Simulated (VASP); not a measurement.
Consider the following.

```
AuRb
1.0
    4.10459     0.00000     0.00000
    0.00000     4.10459     0.00000
    0.00000     0.00000     4.10459
Rb Au
1 1
Direct
  0.49806   0.51069   0.50720
  0.00194   0.98931   0.99280
```

These are LDA (Ceperley-Alder, Perdew-Zunger), VASP's LDA PAW potentials (set 64) (plane waves; VASP 6.6.1) values and carry that method's errors. Numerical set-up: 300 eV cut-off, 6×6×6 Γ-centred mesh, Fermi-Dirac smearing of 0.010 eV, potentials Rb_sv Au.

At this cut-off the stress carries a Pulay error, which pulls relaxed volumes low.

Q: Which forces act on the atoms, in eV/Å?

A: 
```
atom      Fx      Fy      Fz
----  ------  ------  ------
Rb1    0.012  -0.067  -0.046
Au2   -0.012   0.067   0.046
```

Q: Give the stress tensor in GPa (positive for a compressed cell).

A: 
```
-2.41  -0.01  -0.01
-0.01  -2.43   0.04
-0.01   0.04  -2.42
```
The pressure is its mean diagonal, -2.42 GPa.

The structure comes from a computed database's RbAu entry; how it stands against other phases isn't given here. The cell was not relaxed at this level, atoms are displaced from their ideal sites.
